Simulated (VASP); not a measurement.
A VASP calculation is set up with these files.

INCAR:
```
SYSTEM = BAs
PREC = Accurate; ENCUT = 620; LREAL = .FALSE.
LASPH = .TRUE.
EDIFF = 1E-6; NELM = 100; ALGO = Normal
LMAXMIX = 4
ISMEAR = 0; SIGMA = 0.05
GGA = PE
IBRION = 2; NSW = 40; ISIF = 3
EDIFFG = -0.02; PSTRESS = 300
LWAVE = .FALSE.; LCHARG = .FALSE.
```

File POSCAR:
```
BAs
1.0
  0.0000000000   2.3153780120   2.3153780120
  2.3153780120   0.0000000000   2.3153780120
  2.3153780120   2.3153780120   0.0000000000
B As
1 1
Direct
  0.0000000000   0.0000000000   0.0000000000
  0.2500000000   0.2500000000   0.2500000000
```

File KPOINTS:
```
K-points
0
G
  10 10 10
```

POTCAR, in this order: B As (PBE.64 set). Program: vasp_std.

### Question
Translate this PBE calculation to Quantum ESPRESSO's pw.x.

### Answer
One equivalent input (not run):
```
&CONTROL
  calculation = 'vc-relax'
  pseudo_dir = './pseudo'
  outdir = './out'
  tprnfor = .true.
  tstress = .true.
  nstep = 40
  forc_conv_thr = 0.00078
/
&SYSTEM
  ibrav = 0
  nat = 2
  ntyp = 2
  ecutwfc = 84
  occupations = 'smearing'
  smearing = 'gaussian'
  degauss = 0.003675
  input_dft = 'pbe'
/
&ELECTRONS
  conv_thr = 7.3e-08
  electron_maxstep = 100
/
&IONS
/
&CELL
  press = 300
/
ATOMIC_SPECIES
  B 10.810 B.upf
  As 74.922 As.upf
CELL_PARAMETERS angstrom
     0.0000000    2.3153780    2.3153780
     2.3153780    0.0000000    2.3153780
     2.3153780    2.3153780    0.0000000
ATOMIC_POSITIONS crystal
  B    0.0000000  0.0000000  0.0000000
  As   0.2500000  0.2500000  0.2500000
K_POINTS automatic
  10 10 10 0 0 0
```
What does not carry over: the potentials are each code's own (VASP's PAW set, PseudoDojo norm-conserving files in pw.x), so ENCUT and ecutwfc are chosen apart and not converted; conv_thr bounds pw.x's estimated SCF error, while EDIFF bounds the energy change between steps; forc_conv_thr acts on force components and is met together with etot_conv_thr.

The compound is BAs in the zinc blende structure. This run relaxes it under an external pressure of 30 GPa. Symmetry was kept, so distortions that lower it aren't found.
